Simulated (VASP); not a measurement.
Given:

```
HfO
1.0
    0.00000     2.44404     2.44404
    2.44404     0.00000     2.44404
    2.44404     2.44404     0.00000
Hf O
1 1
Direct
  0.00000   0.00000   0.00000
  0.25000   0.25000   0.25000
```

Method: PBEsol GGA, VASP's PBE PAW potentials (set 64) (plane waves; VASP). Numerical set-up: 520 eV cut-off, Gaussian smearing of 0.050 eV, potentials Hf_pv O.

Task: Give the energies of bands 6 to 11 at the high-symmetry points, in eV from the Fermi level.

Result: 
```csv
band,Γ,X,U,L,W
6,-7.74,-6.39,-6.77,-7.25,-7.49
7,-7.74,-6.39,-6.65,-7.25,-6.37
8,-2.96,-1.59,-1.66,0.02,-1.67
9,1.63,0.42,0.57,1.75,-0.01
10,1.63,3.39,2.05,1.75,2.69
11,4.75,4.10,4.76,2.78,4.10
```

It has no gap at this level: it comes out as a metal or semimetal.

The structure was generated: HfO was put into the zinc blende type (F-43m), which need not be its known phase. It was relaxed first, which changed the volume by -32 %.
